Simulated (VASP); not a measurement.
Shape and ions are relaxed at each volume.

Consider the following.

```
NiSb
1.0
    1.95911    -3.39327     0.00000
    1.95911     3.39327     0.00000
    0.00000     0.00000     5.10278
Ni Sb
2 2
Direct
  0.00000   0.00000   0.50000
  0.00000   0.00000   0.00000
  0.33333   0.66667   0.25000
  0.66667   0.33333   0.75000
```

Method: r2SCAN+rVV10, VASP's PBE PAW potentials (set 64) (plane waves; VASP). Numerical set-up: 520 eV cut-off, 9×9×6 Γ-centred mesh, first-order Methfessel-Paxton smearing of 0.10 eV, potentials Ni Sb.

### Question
Give the energy at these volumes per atom, relative to the lowest: 15.97, 16.48, 16.99, 17.50, 18.01 Å³.

### Answer
26.7, 5.9, 0.0, 6.4, 23.0 meV/atom. A third-order Birch-Murnaghan fit gives B0 = 130 GPa and B0′ = 5.2.

The compound is NiSb in the NiAs type structure. It was relaxed first. The run is not spin-polarised, so no magnetic state was tried.
